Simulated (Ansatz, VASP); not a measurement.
**Cross-check of NaCaSCl between VASP and Ansatz**

Wanted: the spread between two codes on one cell, functional and k mesh. The cell is generated by rule, not measured, and may not be a known phase. The cell is taken from a series of runs on this material, whose earlier steps may have relaxed, scaled, displaced or heated it; both programs get it as it stands.

Calculated with Ansatz 0.2.0; plane waves, with VASP 6.6.1 beside it; relaxation of cell and atoms at PBE.

The structure was built from a prototype and need not be the compound's stable phase.

### Step 1. Set-up

It takes space group P4/nmm (No. 129, tetragonal). Conventional cell: a = 4.026 Å, b = 4.026 Å, c = 11.449 Å, α = 90.00°, β = 90.00°, γ = 90.00°. Nearest to Ca lie 5 S at 2.83 to 2.85 Å and 1 Cl at 2.92 Å. Nearest to Cl lie 5 Na at 2.85 to 2.88 Å and 1 Ca at 2.92 Å. Nearest to Na lie 1 S at 2.83 Å and 5 Cl at 2.85 to 2.88 Å. Nearest to S lie 1 Na at 2.83 Å and 5 Ca at 2.83 to 2.85 Å. Farther neighbours and most contacts between anions are not listed.

### Step 2. Ansatz: relaxation of cell and atoms, PBE

Ansatz runs on its default PAW (the set named soft_2) files.

The relaxed volume is the usual yardstick between codes: in a stiff, nearly cubic crystal its relative difference is about their pressure difference at one cell divided by the bulk modulus.

File input.yaml:

```yaml
crystal:
  lattice:
    - [2.8471199777, 2.8471199777, 0.0]
    - [-2.8471199777, 2.8471199777, 0.0]
    - [0.0, 0.0, 11.4486286866]
  atoms:
    - { symbol: Ca, position: [0.0, 0.0, 0.5030410096] }
    - { symbol: Ca, position: [0.5, 0.5, 0.7469589904] }
    - { symbol: Cl, position: [0.5, 0.5, 0.001780471] }
    - { symbol: Cl, position: [1.0, 0.0, 0.248219529] }
    - { symbol: Na, position: [0.0, 0.0, -0.0029326886] }
    - { symbol: Na, position: [0.5, 0.5, 0.2529326886] }
    - { symbol: S, position: [0.5, 0.5, 0.4997280064] }
    - { symbol: S, position: [1.0, 0.0, 0.7502719936] }
kpoints:
  mp_grid: { grid: [8, 8, 2] }
hamiltonian:
  xc: pbe
scf:
  occupations: { method: fixed }
output:
  forces: true
  stress: true
  eigenvalues: true
relax:
  adjacent_minimum: "off"
  f_tol: 0.001
  max_steps: 60
  cell: { stress_tol: 0.01 }
```

Command:

```sh
> ansatz run input.yaml --threads 8 --pin off --max-ram 14336MiB --backend cpu --events-out ev --progress --plain --runs-dir out
```

Numbers of over 12 decimals in the logs are rounded to 6 here.

Log:

```text
Engine: ansatz 0.2.0, aarch64-unknown-linux-gnu
Pseudopotentials: kind: paw
Pseudopotential: Ca, paw, valence charge 10, recommended cutoff 420 eV (normal), Ca.paw.azcp
Pseudopotential: Cl, paw, valence charge 7, recommended cutoff 420 eV (normal), Cl.paw.azcp
Pseudopotential: Na, paw, valence charge 9, recommended cutoff 420 eV (normal), Na.paw.azcp
Pseudopotential: S, paw, valence charge 6, recommended cutoff 420 eV (normal), S.paw.azcp
Functional definition: PBE
  parameter kappa = 0.804
  parameter beta = 0.066725
  exchange = pbe_x(kappa = kappa, mu = beta*pi^2/3)
  correlation = pbe_c(beta = beta)
Crystal: 8 atoms, lattice volume = 185.607 Å³
Basis set: ecut = 420 eV, 3647 PW (Γ), exchange–correlation on 54×54×160 points (8 copies of the dense FFT grid, shifted against one another)
Bands: 40, of which v1, the nominal top of the filled ones, is band 32 counted from 1 (31 counted from 0)
Symmetry: 16 space group operations
Space group: P4/nmm (ITA 129), of the structure as read, at distance tolerance 5.7e-5 Å
k-points: 30 of 128
Non-local potential: Ca, projectors of the file, l = 0: 3, l = 1: 2, l = 2: 2
Non-local potential: Cl, projectors of the file, l = 0: 2, l = 1: 2, l = 2: 2
Non-local potential: Na, projectors of the file, l = 0: 3, l = 1: 2, l = 2: 1
Non-local potential: S, projectors of the file, l = 0: 2, l = 1: 2, l = 2: 2
PAW form: soft (Blöchl's): semilocal exchange-correlation on the pseudo side does not see the compensation charge
PAW one-centre angular grid: Ca, 110 points (default); XC on 64 Gauss nodes
PAW one-centre angular grid: Cl, 110 points (default); XC on 64 Gauss nodes
PAW one-centre angular grid: Na, 110 points (default); XC on 64 Gauss nodes
PAW one-centre angular grid: S, 110 points (default); XC on 64 Gauss nodes
Initial density: superposition of atomic densities (neutral atoms: chi_scale 0, normalization atom), corrected by the library's trained network
Initial wavefunctions: pseudopotential atomic-orbital guess
Functional: x = pbe(κ = 0.804, μ = 0.219515), c = pbe(β = 0.066725)
SCF iter   1: F=—  HF=-10585.455106 eV  |F-HF|=—  |Δ(HF+E_count)|=         —  Δρ=4.29e-4  dr2=1.27e-3  ethr=1.77e-3  ⟨swp⟩=5.3  Hψ=4807  notcnv=0  defer=166
preconditioner: auto → Resta (q_TF=auto, 2.285 Å⁻¹)  ε∞=3.4  [insulator: Δε(μ)=2.801 eV  Ē_g=10.043 eV  n_scr=48 (ndim 8)  ℏωp=15.4 eV  f_vac=0.010  ε∞_Penn≈3.4]
SCF iter   2: F=—  HF=-10585.454600 eV  |F-HF|=—  |Δ(HF+E_count)|=   5.06e-4  Δρ=2.73e-4  dr2=6.01e-4  ethr=1.98e-6  ⟨swp⟩=2.9  Hψ=2239  notcnv=0  defer=179
SCF iter   3: F=—  HF=-10585.454545 eV  |F-HF|=—  |Δ(HF+E_count)|=   5.51e-5  Δρ=1.32e-4  dr2=1.05e-4  ethr=9.40e-7  ⟨swp⟩=2.8  Hψ=1631  notcnv=0  defer=180
SCF iter   4: F=—  HF=-10585.454523 eV  |F-HF|=—  |Δ(HF+E_count)|=   2.19e-5  Δρ=4.74e-5  dr2=6.30e-6  ethr=1.65e-7  ⟨swp⟩=2.0  Hψ=1359  notcnv=0  defer=177
SCF iter   5: F=—  HF=-10585.454504 eV  |F-HF|=—  |Δ(HF+E_count)|=   1.89e-5  Δρ=1.59e-5  dr2=6.06e-7  ethr=9.85e-9  ⟨swp⟩=2.0  Hψ=2146  notcnv=0  defer=168
SCF iter   6: F=-10585.454505 eV  HF=-10585.454505 eV  |F-HF|=4.63e-8  |Δ(HF+E_count)|=   3.19e-7  Δρ=6.14e-6  dr2=6.97e-8  ethr=1.56e-10  ⟨swp⟩=15.5  Hψ=7519  notcnv=0
SCF 1 converged in 6 iterations: F = -10585.454505 eV  dr2 = 6.97e-8
  greatest PAW one-centre occupation: 0.999 electrons in one spin orbital (limit 2), on the Na atom at site 5 (counted from 0), in its partial waves of l = 0
relax step   1: F+E_penalty+E_count = -10585.45450452 eV  Δ(F+E_penalty+E_count) = +0.000e0 eV  max|allowed force component| = 1.508e-3 eV/Å  Δτ_max = 0.0000 Å  P = +0.004 GPa  Ω = 185.607 Å³  (6 SCF iters, dr2 threshold 1.00e-7 eV, accepted)
[...]
relax step   3: F+E_penalty+E_count = -10585.45452384 eV  Δ(F+E_penalty+E_count) = -3.097e-6 eV  max|allowed force component| = 1.544e-3 eV/Å  Δτ_max = 0.0018 Å  P = +0.001 GPa  Ω = 185.662 Å³  energy of the carried Pulay correction = -1.498e-6 eV  (6 SCF iters, dr2 threshold 4.58e-10 eV, accepted)
[...]
relax step   4: F+E_penalty+E_count = -10585.45452677 eV  Δ(F+E_penalty+E_count) = -2.929e-6 eV  max|allowed force component| = 2.931e-4 eV/Å  Δτ_max = 0.0007 Å  P = -0.000 GPa  Ω = 185.655 Å³  energy of the carried Pulay correction = -1.323e-6 eV  (6 SCF iters, dr2 threshold 1.49e-10 eV, accepted)
[...]
relax step   5: F+E_penalty+E_count = -10585.45452707 eV  Δ(F+E_penalty+E_count) = -3.013e-7 eV  max|allowed force component| = 2.938e-4 eV/Å  Δτ_max = 0.0000 Å  P = -0.000 GPa  Ω = 185.655 Å³  stress off target by 3.91e-4 GPa  SCF on the basis re-selected at this cell (its energy is not comparable with the rows above)  (10 SCF iters)
basis re-selected at this cell: Δ(F+E_penalty+E_count) = -3.013e-7 eV, ΔP = +0.000 GPa vs the last step (what re-selecting the basis moved, of the pressure what is left beyond the Pulay correction that the steps carried, after the strain that the cell walked since its last selection, with what the two solves' SCF thresholds leave and, on support functions, any second-order correction that the steps lacked; it is no m [...]
SCF converged after 10 iterations
Free energy (F): -10585.454527 eV
Harris-Foulkes:  -10585.454527 eV  (|F-HF|=3.64e-12)
Internal energy: -10585.454527 eV  (E = F + TS)
E sigma→0 (E₀):  -10585.454527 eV
Fermi energy:    4.318263 eV
--- Per-component energies (eV) ---
  E_band       = -748.734523
  E_kinetic    = 1337.838641
  E_local      = -4745.339959  (includes V_loc(G=0)·N_el)
  E_nonlocal   = 470.376559
  E_hartree    = 1634.231849
  E_xc         = -765.697061
  E_vxc        = -867.690349  (∫ρ·V_xc dr)
  E_paw        = -4762.324201  (= ΣΔE_a)
  E_vpaw       = -212.383243  (= ΣTr[D̂ρ^β])
  E_aug_tail   = 0.000128  (compensation charges beyond the density's cutoff)
  E_ewald      = -3754.540483
  E_smearing   = -0.000000  (= −TS)
  E_closure    = 0.000000  (closes the sum)
  Σ components = -10585.454527   (vs F -10585.454527, Δ=0.00e0)
--- Forces (eV/Å), atoms counted from 1 ---
  atom   1  Ca     0.00000000    -0.00000000     0.00029379
  atom   2  Ca     0.00000000    -0.00000000    -0.00029379
  atom   3  Cl     0.00000000     0.00000000     0.00007672
  atom   4  Cl     0.00000000     0.00000000    -0.00007672
  atom   5  Na     0.00000000    -0.00000000     0.00024505
  atom   6  Na     0.00000000    -0.00000000    -0.00024505
  atom   7  S      0.00000000     0.00000000     0.00017983
  atom   8  S      0.00000000     0.00000000    -0.00017983
  max |Σ_I F_I| component: 5.42e-20 eV/Å
--- Stress (GPa, compression-positive) ---
       -0.000391       0.000000       0.000000
        0.000000      -0.000391       0.000000
        0.000000       0.000000       0.000149
  P = ⅓ Tr σ = -0.0002 GPa (-0.002 kbar)
--- Band table (eV; the first three rows and the last of 30) ---
  k-point 0: bands = [... 28 lower, 3.9230, 3.9230, 4.3183, 4.3183, 7.1234, 7.7309, 8.0114, 9.2138, ... 4 higher]
  k-point 1: bands = [... 28 lower, 3.9260, 3.9260, 4.3134, 4.3134, 7.1263, 8.0027, 8.3288, 8.7933, ... 4 higher]
  k-point 2: bands = [... 28 lower, 3.8299, 3.8516, 3.9043, 4.1725, 7.5058, 8.0312, 8.3187, 9.1532, ... 4 higher]
  k-point 29: bands = [... 28 lower, 3.2873, 3.2873, 3.4826, 3.4826, 7.6784, 7.6784, 9.5642, 9.5642, ... 4 higher]
--- Relaxed structure (4 steps of the walk, 4 accepted, 1 SCFs on fresh bases) ---
  F+E_penalty+E_count = -10585.45452707 eV   max|allowed force component| = 2.938e-4 eV/Å   (the final SCF, on the basis selected at the relaxed cell)
  cell:  # Å, volume = 185.6554 Å³
    - [2.846447, 2.846447, 0.0]
    - [-2.846447, 2.846447, 0.0]
    - [0.0, 0.0, 11.457014]
  atoms:
    - { symbol: Ca, position: [0, 0, 0.503070] }
    - { symbol: Ca, position: [0.5, 0.5, 0.746930] }
    - { symbol: Cl, position: [0.5, 0.5, 0.00173319] }
    - { symbol: Cl, position: [1.0, 0.0, 0.248267] }
    - { symbol: Na, position: [0, 0, -0.00305892] }
    - { symbol: Na, position: [0.5, 0.5, 0.253059] }
    - { symbol: S, position: [0.5, 0.5, 0.499795] }
    - { symbol: S, position: [1.0, 0.0, 0.750205] }
```

The column dr2 measures how far the density is from self-consistency, as an energy; F and HF (Harris–Foulkes) agree once it is small.

### Step 3. VASP: relaxation of cell and atoms, PBE

The same cell, functional and mesh now go to VASP, with its own data sets.

Lines of VASP's logs that name or quote its potential files are left out, and so is its time.

File INCAR:

```
SYSTEM = NaCaSCl
PREC = Accurate
ENCUT = 500
EDIFF = 1E-07
NELM = 120
ISMEAR = 0
SIGMA = 0.01
LREAL = .FALSE.
ALGO = Normal
GGA = PE
NBANDS = 38
LORBIT = 11
LWAVE = .FALSE.
LCHARG = .FALSE.
ISIF = 3
IBRION = 2
NSW = 80
EDIFFG = -0.005
LASPH = .TRUE.
GGA_COMPAT = .FALSE.
NELMIN = 4
EFERMI = MIDGAP
KPAR = 2
```

File POSCAR:

```
NaCaSCl
1.0
    2.8471200000      2.8471200000      0.0000000000
   -2.8471200000      2.8471200000      0.0000000000
    0.0000000000      0.0000000000     11.4486290000
Ca Cl Na S
2 2 2 2
Direct
    0.0000000000      0.0000000000      0.5030410191
    0.5000000000      0.5000000000      0.7469589590
    0.5000000000      0.5000000000      0.0017804752
    0.0000000000      0.0000000000      0.2482195030
    0.0000000000      0.0000000000      0.9970673344
    0.5000000000      0.5000000000      0.2529326437
    0.5000000000      0.5000000000      0.4997279587
    0.0000000000      0.0000000000      0.7502719321
```

File KPOINTS:

```
Automatic mesh
0
Gamma
8 8 2
0 0 0
```

The projector-augmented-wave data sets are Ca_sv, Cl, Na_pv and S (PBE family, release 64).

Command:

```sh
> mpirun -np 2 vasp_std
```

Log:

```text
[banner, memory and clock lines left out]
running    2 mpi-ranks, on    1 nodes
 distrk:  each k-point on    1 cores,    2 groups
 distr:  one band on    1 cores,    1 groups

 POSCAR found type information on POSCAR CaClNaS
 POSCAR found :  4 types and       8 ions
 LDA part: xc-table for (Slater+PW92), standard interpolation
 POSCAR, INCAR and KPOINTS ok, starting setup
 FFT: planning ... GRIDC
 FFT: planning ... GRID_SOFT
 FFT: planning ... GRID
 WAVECAR not read
 entering main loop
       N       E                     dE             d eps       ncg     rms          rms(c)
DAV:   1     0.614032248592E+03    0.61403E+03   -0.28088E+04  2280   0.152E+03
DAV:   2     0.298207254000E+02   -0.58421E+03   -0.56707E+03  2570   0.423E+02
DAV:   3    -0.318106394755E+02   -0.61631E+02   -0.60920E+02  3258   0.134E+02
DAV:   4    -0.350660307631E+02   -0.32554E+01   -0.32466E+01  3512   0.305E+01
DAV:   5    -0.352522046274E+02   -0.18617E+00   -0.18606E+00  3874   0.497E+00    0.787E+00
DAV:   6    -0.342213082196E+02    0.10309E+01   -0.25974E+00  2828   0.551E+00    0.541E+00
DAV:   7    -0.341203739258E+02    0.10093E+00   -0.83345E-01  3194   0.365E+00    0.297E+00
DAV:   8    -0.341105069333E+02    0.98670E-02   -0.14945E-01  3176   0.207E+00    0.503E-01
DAV:   9    -0.341092752859E+02    0.12316E-02   -0.24613E-02  3154   0.643E-01    0.337E-01
DAV:  10    -0.341081000409E+02    0.11752E-02   -0.25387E-03  3736   0.215E-01    0.191E-01
DAV:  11    -0.341061429664E+02    0.19571E-02   -0.75256E-03  2956   0.422E-01    0.153E-01
DAV:  12    -0.341060638921E+02    0.79074E-04   -0.19701E-03  3184   0.149E-01    0.862E-02
DAV:  13    -0.341060940208E+02   -0.30129E-04   -0.29086E-04  3482   0.508E-02    0.424E-02
DAV:  14    -0.341061025528E+02   -0.85319E-05   -0.19378E-05  3200   0.189E-02    0.192E-02
DAV:  15    -0.341061082073E+02   -0.56545E-05   -0.91596E-06  3226   0.139E-02    0.572E-03
DAV:  16    -0.341061082038E+02    0.34815E-08   -0.94688E-07  2936   0.403E-03
   1 F= -.34106108E+02 E0= -.34106108E+02  d E =-.341061E+02
 curvature:   0.00 expect dE= 0.000E+00 dE for cont linesearch  0.000E+00
 trial: gam= 0.00000 g(F)=  0.135E-04 g(S)=  0.535E-04 ort = 0.000E+00 (trialstep = 0.100E+01)
 search vector abs. value=  0.671E-04
 bond charge predicted
       N       E                     dE             d eps       ncg     rms          rms(c)
DAV:   1    -0.341064306168E+02   -0.32241E-03   -0.94507E-03  2810   0.709E-01    0.110E-01
DAV:   2    -0.341062257217E+02    0.20490E-03   -0.61985E-04  3016   0.149E-01    0.519E-02
DAV:   3    -0.341061643046E+02    0.61417E-04   -0.15940E-04  3298   0.762E-02    0.206E-02
DAV:   4    -0.341061589129E+02    0.53917E-05   -0.13235E-05  3704   0.142E-02    0.114E-02
DAV:   5    -0.341061554018E+02    0.35111E-05   -0.48327E-06  3920   0.825E-03    0.371E-03
DAV:   6    -0.341061546237E+02    0.77809E-06   -0.43670E-07  2472   0.338E-03    0.742E-04
DAV:   7    -0.341061545250E+02    0.98717E-07   -0.32289E-08  1674   0.135E-03
   2 F= -.34106155E+02 E0= -.34106155E+02  d E =-.463212E-04
 trial-energy change:   -0.000046  1 .order   -0.000044   -0.000067   -0.000021
 step:   1.3269(harm=  1.4562)  dis= 0.00056  next Energy=   -34.106158 (dE=-0.498E-04)
 reached required accuracy - stopping structural energy minimisation
```

(Part 1 of 2 ends here.)

[Lines on the potential files, build, host, timing and source positions are cut from VASP's logs without a mark.]

[Logs are printed without paths, hosts, clocks, repeated set-up lines and the standing remarks that a program may print on its own settings, such as how far it seeks lower states.]

[Hosts, paths, dates, database ids (printed as entryN), source tags and the programs' standing remarks are cut or masked in the printed files.]
